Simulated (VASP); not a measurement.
Set up this calculation in VASP 6.6.1, as the native input.

```yaml
Task: single point
Functional: RPBE
Dispersion: D3(BJ)
Potentials_or_basis: VASP PAW PBE potentials, release 64 (Si, H, C, F)
Cutoff: 400 eV
k_mesh: 1 × 1 × 1
Occupations: gaussian, width 0.05 eV
Spin: no spin polarisation
Further_INCAR_settings: LREAL = Auto; ALGO = Fast; EDIFF = 1e-07; NBANDS = 160; ISYM = 0
```

The structure of Si48H16CF4 lies in POSCAR:

```
Si48H16CF4                              
1.0
    7.6805938572      7.6805938572      0.0000000000
   -7.6805938572      7.6805938572      0.0000000000
    0.0000000000      0.0000000000     23.4276500000
  Si              H               C               F             
    48    16     1     4
Selective dynamics
Direct
     0.6984717310184224    0.2986960486883050    0.4072519387209604   T   T   T
     0.8185202396993057    0.6801541917807482    0.4108792332640457   T   T   T
     0.0585098700148196    0.9448518706417528    0.4096041016446933   T   T   T
     0.3070506427434069    0.1921908925136740    0.4303090754255487   T   T   T
     0.9659490551164363    0.5363949842226851    0.4408331311473698   T   T   T
     0.2103656266548456    0.7909889996658934    0.4224281977350934   T   T   T
     0.4630354174150627    0.0333410294640384    0.4448284212147353   T   T   T
     0.5506930454098378    0.4460402220504475    0.4184224525603059   T   T   T
     0.8798385758202050    0.3904957060576130    0.3766867597797248   T   T   T
     0.8763737868078760    0.8718876635247219    0.3746453008262493   T   T   T
     0.1359683719425918    0.1261931871247044    0.3749727513531895   T   T   T
     0.3753252205693646    0.3653529483602504    0.3771380739980282   T   T   T
     0.1123876796623552    0.6247029980292108    0.3773683358530779   T   T   T
     0.3765352197978427    0.8915832797640127    0.3784453031608371   T   T   T
     0.6054610396558279    0.1175336974098353    0.3786046368319897   T   T   T
     0.6263935447846106    0.6207103765788825    0.3757599585140717   T   T   T
     0.0005420486999004    0.2524116105281787    0.3226945462145800   T   T   T
     0.0046337018336015    0.7488873490276609    0.3127183640594701   T   T   T
     0.2521274447957494    0.9978241460864983    0.3135568319335241   T   T   T
     0.4990782747411878    0.2496370685965865    0.3149388619759564   T   T   T
     0.2479639591681081    0.4994211495684991    0.3241661989558328   T   T   T
     0.4977009357301421    0.7546989729248038    0.3237705781790738   T   T   T
     0.7446020223590264    0.0021070148753117    0.3224519342712214   T   T   T
     0.7507589115484562    0.4990967418312116    0.3132342068626939   T   T   T
     0.8732842781173709    0.1267205970961532    0.2644172781337620   T   T   T
     0.8761027957538943    0.6255544650078045    0.2572662743438960   T   T   T
     0.1254555604570297    0.8770757559847453    0.2569225910199454   T   T   T
     0.3753175637648179    0.1245333710902804    0.2574150103283459   T   T   T
     0.1259982231034880    0.3751322801853618    0.2631138465120568   T   T   T
     0.3739086231967333    0.6259314680206026    0.2651011413697380   T   T   T
     0.6247632730349242    0.8738345657385723    0.2630388936384725   T   T   T
     0.6221175429517243    0.3754438301472775    0.2582837729450189   T   T   T
     0.7500891583091766    0.2497684490016725    0.2029467815343428   T   T   T
     0.7485990412355568    0.7514623453776319    0.2022962075611958   T   T   T
     0.9967126010932187    0.0033740618141451    0.2028808328921824   T   T   T
     0.2488772583490505    0.2513898530036586    0.2023808125882848   T   T   T
     0.0023630527662040    0.4982746304191930    0.2022189832042054   T   T   T
     0.2516411163412537    0.7484132352757763    0.2027050837899076   T   T   T
     0.5016111449666196    0.9977538414380892    0.2021786862111134   T   T   T
     0.4968047604781258    0.5030330193247941    0.2031296716590774   T   T   T
     0.8750000000000000    0.3750000000000000    0.1455075519999980   F   F   F
     0.8750000000000000    0.8750000000000000    0.1455075519999980   F   F   F
     0.1250000000000000    0.1250000000000000    0.1455075519999980   F   F   F
     0.3750000000000000    0.3750000000000000    0.1455075519999980   F   F   F
     0.1250000000000000    0.6250000000000000    0.1455075519999980   F   F   F
     0.3750000000000000    0.8750000000000000    0.1455075519999980   F   F   F
     0.6250000000000000    0.1250000000000000    0.1455075519999980   F   F   F
     0.6250000000000000    0.6250000000000000    0.1455075519999980   F   F   F
     0.9516281893000027    0.2983718106999973    0.1067115139999970   F   F   F
     0.7983718106999973    0.4516281893000027    0.1067115139999970   F   F   F
     0.9516281893000027    0.7983718106999973    0.1067115139999970   F   F   F
     0.7983718106999973    0.9516281893000027    0.1067115139999970   F   F   F
     0.2016281893000027    0.0483718106999973    0.1067115139999970   F   F   F
     0.0483718106999973    0.2016281893000027    0.1067115139999970   F   F   F
     0.4516281893000027    0.2983718106999973    0.1067115139999970   F   F   F
     0.2983718106999973    0.4516281893000027    0.1067115139999970   F   F   F
     0.2016281893000027    0.5483718106999973    0.1067115139999970   F   F   F
     0.0483718106999973    0.7016281893000027    0.1067115139999970   F   F   F
     0.4516281893000027    0.7983718106999973    0.1067115139999970   F   F   F
     0.2983718106999973    0.9516281893000027    0.1067115139999970   F   F   F
     0.7016281893000027    0.0483718106999973    0.1067115139999970   F   F   F
     0.5483718106999973    0.2016281893000027    0.1067115139999970   F   F   F
     0.7016281893000027    0.5483718106999973    0.1067115139999970   F   F   F
     0.5483718106999973    0.7016281893000027    0.1067115139999970   F   F   F
     0.2413491985373229    0.7566646371942300    0.5031586506962774   T   T   T
     0.3261833134564979    0.6627777834804880    0.5082911991447997   T   T   T
     0.2883841624507680    0.8554352381634285    0.5322344715985694   T   T   T
     0.1384373587773225    0.7196807783421586    0.5325236030739826   T   T   T
     0.2550220122564380    0.2376165461832742    0.4926240258946702   T   T   T
```

The cell was built by a generator and needn't be a form met in nature.

One way to write it, as run:

INCAR

```
SYSTEM = Si48H16CF4
PREC = Accurate
ENCUT = 400
EDIFF = 1E-7
ISMEAR = 0
SIGMA = 0.05
LREAL = Auto
LASPH = .TRUE.
NELM = 60
ALGO = Fast
ISIF = 2
LWAVE = .FALSE.
LCHARG = .FALSE.
GGA = RP
IVDW = 12
NBANDS = 160
ISYM = 0
NCORE = 4
```

KPOINTS

```
Automatic mesh
0
G
  1 1 1
  0 0 0
```

Potentials or basis: VASP PAW PBE potentials, release 64 (Si, H, C, F).

Command:

```bash
$ cat potpaw_PBE.64/Si/POTCAR potpaw_PBE.64/H/POTCAR potpaw_PBE.64/C/POTCAR potpaw_PBE.64/F/POTCAR > POTCAR
$ mpirun -np 8 vasp_gam > vasp.out
```

It gave:

```yaml
Largest_force: 0.676 eV/Å
Band_gap_on_the_k_mesh: 0.46 eV, direct
Dispersion_energy_per_atom: -0.779 eV
```

Caveat: the PAW data sets were made with another functional, which shifts forces and pressure a little.

Run time: 61 s on 8 MPI ranks on AMD EPYC 9R45 96-Core Processor (Zen 5) (shared host), peak memory 0.35 GiB a rank.
